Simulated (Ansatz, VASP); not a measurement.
# FeSi2 (Linzhiite): VASP beside Ansatz, part 2 of 2

Aim: how closely do two programs agree when they are given the same cell, functional and k mesh? The cell is taken from a series of runs on this material, whose earlier steps may have relaxed, scaled, displaced or heated it; both programs get it as it stands.

VASP 6.6.1 and Ansatz 0.2.0.

So far: The starting structure; Ansatz: zone-centre phonons, PBEsol.

## Step 3: VASP: zone-centre phonons, PBEsol

Level of this step: PBEsol, no spin polarisation; plane waves and PAW (Si, Fe) (VASP).

The same cell, functional, mesh and smearing now go to VASP, with its own data sets.

Lines of VASP's logs that name or quote its potential files are left out, and so is its time.

Contents of INCAR:

```
SYSTEM = FeSi2
PREC = Accurate
ENCUT = 600
EDIFF = 1E-08
NELM = 120
ISMEAR = 1
SIGMA = 0.2
LREAL = .FALSE.
ALGO = Normal
GGA = PS
NBANDS = 14
LASPH = .TRUE.
LORBIT = 11
LWAVE = .FALSE.
LCHARG = .FALSE.
ISIF = 2
IBRION = 8
GGA_COMPAT = .FALSE.
KPAR = 2
```

Contents of POSCAR:

```
FeSi2
1.0
    2.7293405070      0.0000000000      0.0000000000
    0.0000000000      2.7293405070      0.0000000000
    0.0000000000      0.0000000000      5.0648239799
Si Fe
2 1
Direct
    0.5000000000      0.5000000000      0.2700788137
    0.5000000000      0.5000000000      0.7299211863
    0.0000000000      0.0000000000      0.0000000000
```

Contents of KPOINTS:

```
Automatic mesh
0
Gamma
16 16 8
0 0 0
```

The projector-augmented-wave data sets are Si and Fe (PBE family, release 64).

On the command line:

```
> mpirun -np 2 vasp_std
```

Numbers of over 12 decimals in the logs are rounded to 6 here.

Log:

```text
[banner, memory and clock lines left out]
running    2 mpi-ranks, on    1 nodes
 distrk:  each k-point on    1 cores,    2 groups
 distr:  one band on    1 cores,    1 groups

 POSCAR found type information on POSCAR SiFe
 POSCAR found :  2 types and       3 ions
|                                                                             |
|               ----> ADVICE to this user running VASP <----                  |
|                                                                             |
|     You enforced a specific xc type in the INCAR file but a different       |
|     [... a line on the potential file left out ...]
|     I HOPE YOU KNOW WHAT YOU ARE DOING!                                     |
|                                                                             |

 LDA part: xc-table for (Slater+PW92), standard interpolation
 POSCAR, INCAR and KPOINTS ok, starting setup
 FFT: planning ... GRIDC
 FFT: planning ... GRID_SOFT
 FFT: planning ... GRID
 WAVECAR not read
 entering main loop
       N       E                     dE             d eps       ncg     rms          rms(c)
DAV:   1     0.655726018752E+02    0.65573E+02   -0.77321E+03  6332   0.128E+03
DAV:   2    -0.195019958506E+02   -0.85075E+02   -0.75591E+02  6450   0.228E+02
DAV:   3    -0.236796775282E+02   -0.41777E+01   -0.39849E+01  8464   0.556E+01
DAV:   4    -0.237790010155E+02   -0.99323E-01   -0.99146E-01  7276   0.793E+00
DAV:   5    -0.237816513237E+02   -0.26503E-02   -0.26498E-02  8536   0.142E+00    0.174E+01
DAV:   6    -0.278096339747E+02   -0.40280E+01   -0.22135E+01  8126   0.113E+02    0.221E+01
DAV:   7    -0.220162802324E+02    0.57934E+01   -0.17587E+01  8364   0.986E+01    0.465E+00
DAV:   8    -0.219544807464E+02    0.61799E-01   -0.81411E-01  7524   0.717E+00    0.192E+00
DAV:   9    -0.219201191000E+02    0.34362E-01   -0.78188E-02  8438   0.558E+00    0.715E-01
DAV:  10    -0.219183811384E+02    0.17380E-02   -0.49686E-03  8160   0.720E-01    0.157E-01
DAV:  11    -0.219183056957E+02    0.75443E-04   -0.20708E-04  9648   0.268E-01    0.779E-02
DAV:  12    -0.219183020815E+02    0.36142E-05   -0.32841E-05  9164   0.727E-02    0.221E-02
DAV:  13    -0.219183004505E+02    0.16310E-05   -0.50215E-06  8304   0.317E-02    0.515E-03
DAV:  14    -0.219183005890E+02   -0.13845E-06   -0.29838E-07  7968   0.581E-03    0.161E-03
DAV:  15    -0.219183005847E+02    0.42558E-08   -0.33290E-08  7566   0.271E-03
   1 F= -.21918301E+02 E0= -.21918911E+02  d E =0.183244E-02
 Linear response reoptimize wavefunctions to high precision
DAV:   1    -0.219183005921E+02   -0.73758E-08   -0.22469E-09  6496   0.319E-04
DAV:   2    -0.219183005921E+02   -0.31378E-10   -0.38160E-11  4464   0.612E-05
 Linear response DOF=           4
 Linear response progress:
  Degree of freedom:   1/  4
       N       E                     dE             d eps       ncg     rms          rms(c)
RMM:   1    -0.125791962014E-01   -0.12579E-01    0.82209E-04 36437   0.879E-01
RMM:   2    -0.117916866827E-01    0.78751E-03   -0.43331E-04 22136   0.400E-01    0.688E-02
RMM:   3    -0.118591993502E-01   -0.67513E-04   -0.26649E-04 26897   0.127E-01    0.379E-02
RMM:   4    -0.119596279608E-01   -0.10043E-03   -0.34682E-05 25235   0.524E-02    0.606E-03
RMM:   5    -0.119577919147E-01    0.18360E-05   -0.59094E-06 28423   0.165E-02    0.328E-03
RMM:   6    -0.119371197710E-01    0.20672E-04   -0.91539E-07 26993   0.732E-03    0.118E-03
RMM:   7    -0.119422471080E-01   -0.51273E-05   -0.91610E-08 23576   0.356E-03    0.868E-04
RMM:   8    -0.119429095087E-01   -0.66240E-06    0.22685E-08 23530   0.178E-03    0.236E-04
RMM:   9    -0.119424836970E-01    0.42581E-06   -0.27636E-09 28524   0.535E-04    0.425E-05
RMM:  10    -0.119424011869E-01    0.82510E-07   -0.36786E-11 28622   0.145E-04    0.178E-05
RMM:  11    -0.119424990237E-01   -0.97837E-07    0.26206E-09 28620   0.505E-05    0.764E-06
RMM:  12    -0.119424658987E-01    0.33125E-07    0.14593E-09 27720   0.320E-05    0.253E-06
RMM:  13    -0.119424572147E-01    0.86840E-08    0.26019E-09 30083   0.218E-05    0.838E-07
 first order change of Fermi-energy   0.14905E-03
 force on displaced ion       1 direction 1 :  -4.556   0.000   0.000
 Linear response progress:
  Degree of freedom:   2/  4
       N       E                     dE             d eps       ncg     rms          rms(c)
RMM:   1    -0.319514051730E-01   -0.31951E-01    0.10010E-01 14566   0.161E+00
RMM:   2    -0.301192650442E-01    0.18321E-02   -0.16287E-03  8644   0.638E-01    0.182E-01
RMM:   3    -0.307116384337E-01   -0.59237E-03   -0.16975E-03  7924   0.508E-01    0.250E-01
RMM:   4    -0.301484696109E-01    0.56317E-03   -0.77983E-04  7399   0.389E-01    0.750E-02
RMM:   5    -0.302595996677E-01   -0.11113E-03   -0.16486E-04 10181   0.890E-02    0.234E-02
RMM:   6    -0.302776847307E-01   -0.18085E-04   -0.13371E-05  9499   0.314E-02    0.100E-02
RMM:   7    -0.302847494942E-01   -0.70648E-05   -0.16828E-06  8952   0.171E-02    0.159E-03
RMM:   8    -0.302848027267E-01   -0.53233E-07   -0.59813E-07 10756   0.599E-03    0.695E-04
RMM:   9    -0.302841198610E-01    0.68287E-06   -0.65150E-08 10331   0.168E-03    0.408E-04
RMM:  10    -0.302843980700E-01   -0.27821E-06    0.70401E-09  9834   0.710E-04    0.640E-05
RMM:  11    -0.302843672151E-01    0.30855E-07   -0.53554E-09 10706   0.244E-04    0.286E-05
RMM:  12    -0.302843352444E-01    0.31971E-07   -0.14810E-09 10612   0.776E-05    0.882E-06
RMM:  13    -0.302843267309E-01    0.85135E-08   -0.86173E-10 10209   0.383E-05    0.283E-06
 first order change of Fermi-energy   0.85853E-01
 force on displaced ion       1 direction 3 :   0.000  -0.000 -19.270
 Linear response progress:
  Degree of freedom:   3/  4
       N       E                     dE             d eps       ncg     rms          rms(c)
RMM:   1    -0.164401288455E+00   -0.16440E+00   -0.86843E-02 18827   0.248E+00
RMM:   2    -0.163923625260E+00    0.47766E-03   -0.18559E-03 15230   0.525E-01    0.201E-01
RMM:   3    -0.163743687643E+00    0.17994E-03   -0.35297E-04 17776   0.131E-01    0.120E-01
RMM:   4    -0.164161609170E+00   -0.41792E-03   -0.34431E-04 18114   0.131E-01    0.968E-03
RMM:   5    -0.164104785103E+00    0.56824E-04   -0.87498E-06 18251   0.258E-02    0.703E-03
RMM:   6    -0.164099021366E+00    0.57637E-05   -0.13529E-06 15057   0.149E-02    0.578E-03
RMM:   7    -0.164093183160E+00    0.58382E-05   -0.32721E-07 15037   0.808E-03    0.806E-04
RMM:   8    -0.164087351684E+00    0.58315E-05   -0.11180E-07 18929   0.227E-03    0.326E-04
RMM:   9    -0.164085972034E+00    0.13797E-05   -0.13040E-08 17480   0.806E-04    0.995E-05
RMM:  10    -0.164085435002E+00    0.53703E-06   -0.41927E-09 19026   0.273E-04    0.458E-05
RMM:  11    -0.164085417428E+00    0.17574E-07   -0.34371E-09 18654   0.114E-04    0.144E-05
RMM:  12    -0.164085432661E+00   -0.15233E-07   -0.34077E-09 18980   0.604E-05    0.403E-06
RMM:  13    -0.164085428597E+00    0.40634E-08   -0.34061E-09 19911   0.369E-05    0.120E-06
 first order change of Fermi-energy   0.65606E-03
 force on displaced ion       3 direction 1 :  -8.155   0.000   0.000
 Linear response progress:
  Degree of freedom:   4/  4
       N       E                     dE             d eps       ncg     rms          rms(c)
RMM:   1    -0.187045413124E+00   -0.18705E+00   -0.10349E-01 11471   0.235E+00
RMM:   2    -0.180621563027E+00    0.64239E-02   -0.22196E-03  8035   0.730E-01    0.231E-01
RMM:   3    -0.179748749464E+00    0.87281E-03   -0.16205E-03  9803   0.269E-01    0.125E-01
RMM:   4    -0.179865563560E+00   -0.11681E-03   -0.35402E-04 10043   0.109E-01    0.571E-02
RMM:   5    -0.180131276073E+00   -0.26571E-03   -0.10891E-04  9653   0.852E-02    0.126E-02
RMM:   6    -0.180140675616E+00   -0.93995E-05   -0.81835E-06  8277   0.306E-02    0.734E-03
RMM:   7    -0.180145820469E+00   -0.51449E-05   -0.30860E-06  9168   0.132E-02    0.282E-03
RMM:   8    -0.180129190349E+00    0.16630E-04   -0.61486E-07  9903   0.499E-03    0.580E-04
RMM:   9    -0.180128827063E+00    0.36329E-06   -0.69893E-08 10220   0.167E-03    0.533E-04
RMM:  10    -0.180127565182E+00    0.12619E-05   -0.94557E-09 10551   0.435E-04    0.262E-04
RMM:  11    -0.180127680142E+00   -0.11496E-06   -0.62629E-09 10417   0.308E-04    0.459E-05
RMM:  12    -0.180127749596E+00   -0.69454E-07   -0.29642E-09 10814   0.116E-04    0.186E-05
RMM:  13    -0.180127737323E+00    0.12273E-07   -0.16953E-09 10643   0.537E-05    0.103E-05
RMM:  14    -0.180127766229E+00   -0.28906E-07   -0.17921E-09 10324   0.373E-05    0.141E-06
RMM:  15    -0.180127762234E+00    0.39944E-08   -0.16714E-09 11037   0.308E-05    0.118E-06
 first order change of Fermi-energy   0.35232E-02
 force on displaced ion       3 direction 3 :   0.000  -0.000 -13.066
 Linear response finished
```

Parts of OUTCAR (step 3):

```text
ion  position               nearest neighbor table
   1  0.500  0.500  0.270-   2 2.33   3 2.37   3 2.37   3 2.37   3 2.37   2 2.74
   2  0.500  0.500  0.730-   1 2.33   3 2.37   3 2.37   3 2.37   3 2.37   1 2.74
   3  0.000  0.000  0.000-   1 2.37   2 2.37   1 2.37   2 2.37   1 2.37   2 2.37   1 2.37   2 2.37

  LATTYP: Found a simple tetragonal cell.
 ALAT       =     2.7293405070
 C/A-ratio  =     1.8556951641

 Subroutine GETGRP returns: Found 16 space group operations
 (whereof 16 operations were pure point group operations)

The static configuration has the point symmetry D_4h.

 Found    225 irreducible k-points:

   k-points           NKPTS =    225   k-points in BZ     NKDIM =    225   number of bands    NBANDS=     14

   dimension x,y,z NGX =    24 NGY =   24 NGZ =   40
   dimension x,y,z NGXF=    48 NGYF=   48 NGZF=   80

   ENCUT  =  600.0 eV  44.10 Ry    6.64 a.u.   5.45  5.45 10.12*2*pi/ulx,y,z

   NELECT =      16.0000    total number of electrons

 k-points in reciprocal lattice and weights: Automatic mesh
   0.00000000  0.00000000  0.00000000       0.000
   0.06250000  0.00000000  0.00000000       0.002
   0.12500000  0.00000000  0.00000000       0.002
   0.18750000  0.00000000  0.00000000       0.002
   0.25000000  0.00000000  0.00000000       0.002
   0.31250000  0.00000000  0.00000000       0.002
   0.37500000  0.00000000  0.00000000       0.002
   0.43750000  0.00000000  0.00000000       0.002
   0.50000000  0.00000000  0.00000000       0.001
[...]
0.50000000  0.43750000  0.50000000       0.002
   0.50000000  0.50000000  0.50000000       0.000

 average (electrostatic) potential at core
       1 -79.9987       2 -79.9987       3 -39.6054

  Total       -1.6639566     -1.6639566      0.0959134      0.0000000      0.0000000     -0.0000000
  in kB      -70.6598629    -70.6598629      4.0729578      0.0000000      0.0000000     -0.0000000
  external PRESSURE =     -45.7489226 kB  Pullay stress =       0.0000000 kB

  energy-cutoff  :      600.00
  volume of cell :       37.73
      direct lattice vectors                 reciprocal lattice vectors
     2.729340507  0.000000000  0.000000000     0.366388876  0.000000000  0.000000000
     0.000000000  2.729340507  0.000000000     0.000000000  0.366388876  0.000000000
     0.000000000  0.000000000  5.064823980     0.000000000  0.000000000  0.197440228

 POSITION                                       TOTAL-FORCE (eV/Angst)
 -----------------------------------------------------------------------------------
      1.36467      1.36467      1.36790         0.000000      0.000000      0.012677
      1.36467      1.36467      3.69692        -0.000000      0.000000     -0.012677
      0.00000      0.00000      0.00000         0.000000      0.000000      0.000000
 -----------------------------------------------------------------------------------
    total drift:                               -0.000000     -0.000000      0.000000

 Eigenvectors and eigenvalues of the dynamical matrix
 ----------------------------------------------------

   1 f  =   16.686156 THz   104.842210 2PiTHz  556.590252 cm-1    69.008365 meV
             X         Y         Z           dx          dy          dz
      1.364670  1.364670  1.367902     0.000000    0.000000    0.707107
      1.364670  1.364670  3.696922     0.000000    0.000000   -0.707107
      0.000000  0.000000  0.000000    -0.000000   -0.000000   -0.000000

   2 f  =   10.683790 THz    67.128231 2PiTHz  356.372866 cm-1    44.184584 meV
             X         Y         Z           dx          dy          dz
      1.364670  1.364670  1.367902     0.000000   -0.000000   -0.499518
      1.364670  1.364670  3.696922     0.000000   -0.000000   -0.499518
      0.000000  0.000000  0.000000    -0.000000    0.000000    0.707788

   3 f  =    8.441880 THz    53.041897 2PiTHz  281.590808 cm-1    34.912795 meV
             X         Y         Z           dx          dy          dz
      1.364670  1.364670  1.367902    -0.105706   -0.488292    0.000000
      1.364670  1.364670  3.696922    -0.105706   -0.488292   -0.000000
      0.000000  0.000000  0.000000     0.149729    0.691646   -0.000000

   4 f  =    8.441880 THz    53.041897 2PiTHz  281.590808 cm-1    34.912795 meV
             X         Y         Z           dx          dy          dz
      1.364670  1.364670  1.367902     0.488292   -0.105706   -0.000000
      1.364670  1.364670  3.696922     0.488292   -0.105706    0.000000
      0.000000  0.000000  0.000000    -0.691646    0.149729   -0.000000

   5 f  =    6.611956 THz    41.544145 2PiTHz  220.551113 cm-1    27.344841 meV
             X         Y         Z           dx          dy          dz
      1.364670  1.364670  1.367902     0.707107   -0.000000    0.000000
      1.364670  1.364670  3.696922    -0.707107    0.000000   -0.000000
      0.000000  0.000000  0.000000    -0.000000   -0.000000    0.000000

   6 f  =    6.611956 THz    41.544145 2PiTHz  220.551113 cm-1    27.344841 meV
             X         Y         Z           dx          dy          dz
      1.364670  1.364670  1.367902    -0.000000    0.707107   -0.000000
      1.364670  1.364670  3.696922    -0.000000   -0.707107    0.000000
      0.000000  0.000000  0.000000     0.000000    0.000000   -0.000000

   7 f/i=    0.005102 THz     0.032060 2PiTHz    0.170199 cm-1     0.021102 meV
             X         Y         Z           dx          dy          dz
      1.364670  1.364670  1.367902     0.000000   -0.000000    0.500482
      1.364670  1.364670  3.696922     0.000000   -0.000000    0.500482
      0.000000  0.000000  0.000000     0.000000   -0.000000    0.706425

   8 f/i=    0.005472 THz     0.034378 2PiTHz    0.182510 cm-1     0.022628 meV
             X         Y         Z           dx          dy          dz
      1.364670  1.364670  1.367902    -0.326636   -0.379086   -0.000000
      1.364670  1.364670  3.696922    -0.326636   -0.379086   -0.000000
      0.000000  0.000000  0.000000    -0.461200   -0.535258   -0.000000

   9 f/i=    0.005472 THz     0.034378 2PiTHz    0.182510 cm-1     0.022628 meV
             X         Y         Z           dx          dy          dz
      1.364670  1.364670  1.367902     0.379086   -0.326636   -0.000000
      1.364670  1.364670  3.696922     0.379086   -0.326636   -0.000000
      0.000000  0.000000  0.000000     0.535258   -0.461200   -0.000000

 ELASTIC MODULI CONTR FROM IONIC RELAXATION (kBar)
 Direction    XX          YY          ZZ          XY          YZ          ZX
 --------------------------------------------------------------------------------
 XX        -148.5257   -148.5257     45.5558      0.0000     -0.0000     -0.0000
 YY        -148.5257   -148.5257     45.5558      0.0000     -0.0000     -0.0000
 ZZ          45.5558     45.5558    -13.9729      0.0000      0.0000      0.0000
 XY           0.0000      0.0000      0.0000      0.0000      0.0000      0.0000
 YZ          -0.0000     -0.0000      0.0000      0.0000   -460.7434      0.0000
 ZX          -0.0000     -0.0000      0.0000      0.0000      0.0000   -347.0504
 --------------------------------------------------------------------------------
```

This run has no spin polarisation, so a moment on Fe, if there is one, isn't seen.

## Step 4: Side by side

Known differences besides the potentials themselves: the data sets hold 24 valence electrons in Ansatz (on its PAW soft_1 files) and 16 in VASP; the cutoff is 420 eV in Ansatz and 600 eV in VASP; Ansatz makes its cores anew for this functional, VASP keeps those of its PBE data sets. Total energies have different zeros and are not compared.

Both answers:

| quantity | Ansatz | VASP | difference |
| --- | --- | --- | --- |
| optical mode 1 to 2 (cm⁻¹) | 218.8 | 220.6 | -0.79 % |
| optical mode 3 to 4 (cm⁻¹) | 277.0 | 281.6 | -1.64 % |
| optical mode 5 (cm⁻¹) | 353.9 | 356.4 | -0.70 % |
| optical mode 6 (cm⁻¹) | 555.8 | 556.6 | -0.15 % |

Modes are paired by rising frequency, not by their patterns, so a pair may set unlike modes beside each other; they are those without the splitting of longitudinal modes.

## Step 5: Summary of results

```yaml
r_m_s_difference_of_the_optical_zone_centre_modes_each_program_s_sorted_by_frequency_zone_centre_phonons_pbesol: 3.0 cm⁻¹
difference_in_optical_mode_3_to_4_zone_centre_phonons_pbesol: -1.6 %
```

**Reading.** The r.m.s. difference of the optical zone-centre modes, each program's sorted by frequency is 3.0 cm⁻¹ (zone-centre phonons, PBEsol). The data sets hold unlike numbers of valence electrons (24 in Ansatz and 16 in VASP), so part of the differences comes from the potentials. Among the rows given in per cent, the largest difference of the zone-centre phonons, PBEsol pair is in optical mode 3 to 4, -1.6 %. How closely two codes agree says nothing of how well the functional describes the real material.

[Lines on the potential files, build, host, timing and source positions are cut from VASP's logs without a mark.]

[Logs are printed without paths, hosts, clocks, repeated set-up lines and the standing remarks that a program may print on its own settings, such as how far it seeks lower states.]

[Hosts, paths, dates, database ids (printed as entryN), source tags and the programs' standing remarks are cut or masked in the printed files.]
